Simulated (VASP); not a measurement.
VASP ran on this input.

**KPOINTS**
```
Automatic
0
Gamma
  7 7 2
0 0 0
```

INCAR:
```
# general
SYSTEM =Cd4SSe3
PREC   =Accurate
ENCUT  =400
LREAL  =F
LASPH  =T

# electronic loop
EDIFF  =1E-7
NELM   =100
ALGO   =Normal
LMAXMIX=4

# smearing
ISMEAR =-5

# functional
GGA    =PS

# ions
ISIF   =2

# output
LWAVE  =F
LCHARG =T
LORBIT =11
NEDOS  =601

# other
LEFG   =T
```

File POSCAR:
```
Cd4SSe3
1
    2.1290984251    -3.6877064810    -0.0000000000
    2.1290984251     3.6877064810     0.0000000000
    0.0000000000    -0.0000000000    13.8733165453
Cd Se S
4 3 1
Direct
  0.6666670000   0.3333330000   0.2525966686
  0.3333330000   0.6666670000   0.9979230363
  0.6666670000   0.3333330000   0.7422907486
  0.3333330000   0.6666670000   0.5079206988
  0.6666670000   0.3333330000   0.4424666578
  0.3333330000   0.6666670000   0.1877836914
  0.6666670000   0.3333330000   0.9328063790
  0.3333330000   0.6666670000   0.6902121196
```

POTCAR, in this order: Cd Se S (PBE.64 set). Program: vasp_std.

**Question.** Translate this PBEsol calculation to Ansatz.

**Answer.** One equivalent input (not run):
Ansatz 0.2 input:
```yaml
crystal:
  lattice:
    - [2.1290984, -3.6877065, 0.0000000]
    - [2.1290984, 3.6877065, 0.0000000]
    - [0.0000000, 0.0000000, 13.8733165]
  atoms:
    - { symbol: Cd, position: [0.6666670, 0.3333330, 0.2525967] }
    - { symbol: Cd, position: [0.3333330, 0.6666670, 0.9979230] }
    - { symbol: Cd, position: [0.6666670, 0.3333330, 0.7422907] }
    - { symbol: Cd, position: [0.3333330, 0.6666670, 0.5079207] }
    - { symbol: Se, position: [0.6666670, 0.3333330, 0.4424667] }
    - { symbol: Se, position: [0.3333330, 0.6666670, 0.1877837] }
    - { symbol: Se, position: [0.6666670, 0.3333330, 0.9328064] }
    - { symbol: S, position: [0.3333330, 0.6666670, 0.6902121] }
kpoints:
  mp_grid: { grid: [7, 7, 2] }
hamiltonian:
  xc: pbesol
  pseudopotentials: { kind: paw }
scf:
  occupations: { method: tetrahedron }
  max_iter: 100
output: { forces: true, stress: true, eigenvalues: true }
```
Limits of the translation: each code has its own PAW files, so the cut-off isn't converted (ENCUT is set for VASP's; basis.ecutwfc is left out, and Ansatz then takes the one that its files recommend); Ansatz stops its SCF on the density residual and VASP on the energy change (EDIFF); the field gradients of LEFG aren't asked of the other code.

The structure was generated: Cd4SSe3 was put into an ordered model structure (P3m1), which need not be its known phase. It was relaxed first.
